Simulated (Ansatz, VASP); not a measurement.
One calculation of TeW, two programs

```xyz
2
Lattice="0.0000 2.7983 2.7983 2.7983 0.0000 2.7983 2.7983 2.7983 0.0000" Properties=species:S:1:pos:R:3 pbc="T T T"
Te    0.0000    0.0000    0.0000
W     2.7983    2.7983    2.7983
```

Alike in both runs: functional PBE; k mesh 6 × 6 × 6; occupations gaussian, width 0.1 eV; no spin polarisation.

Ansatz relaxed the structure, and its values are those at the end. VASP's run is a single point on that final structure, the one shown.

|  | VASP | Ansatz |
| --- | --- | --- |
| version | VASP 6.6.1 | Ansatz 0.2.0 |
| potentials or method | VASP PAW PBE potentials, release 64 (Te, W_sv) | scalar-relativistic, plane waves, PAW |
| plane-wave cutoff (eV) | 520 | 420 |
| valence electrons in the cell | 20 | 30 |

|  | VASP | Ansatz | Ansatz less VASP |
| --- | --- | --- | --- |
| gap on the k mesh at the Fermi level (eV) | none | none | - |
| pressure (GPa) | 0.0 | 0.0 | +0.01 |

A gap of «none» marks a metal or a gap that the smearing closes. The two sets of potentials don't hold the same shells in valence.

Spin-orbit coupling is left out, which matters for the levels of Te, W.
